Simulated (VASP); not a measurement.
Consider the following.

```
AlRu
1.0
    2.85612     0.00000     0.00000
    0.00000     2.85612     0.00000
    0.00000     0.00000     2.85612
Al Ru
1 1
Direct
  0.50000   0.50000   0.50000
  0.00000   0.00000   0.00000
```

These are LDA (Ceperley-Alder, Perdew-Zunger), VASP's LDA PAW potentials (set 64) (plane waves; VASP 6.6.1) values and carry that method's errors. Settings: 500 eV cut-off, 13×13×13 Γ-centred mesh, first-order Methfessel-Paxton smearing of 0.10 eV, potentials Al Ru_pv.

Energy and stress use the plane-wave basis of the starting cell.

**Question.** The ions, cell shape and volume at an external pressure of 45.0 GPa are relaxed. What does this cell relax into?

**Answer.** 
```
AlRu
1.0
    2.81942     0.00000     0.00000
    0.00000     2.81942     0.00000
    0.00000     0.00000     2.81942
Al Ru
1 1
Cartesian
  1.40971   1.40971   1.40971
  0.00000   0.00000   0.00000
```
Space group Pm-3m (221), at a tolerance of 0.03 Å.

**Question.** How do energy and volume change from the first to the last step?

**Answer.** The energy (σ→0) changes by +103.0 meV/atom and the volume by -3.8 %, in 4 ionic steps.

The compound is RuAl in the CsCl type structure. This run relaxes it under an external pressure of 45 GPa. Symmetry was kept, so distortions that lower it aren't found. The electron count is odd and the run is not spin-polarised, which forces a metal.
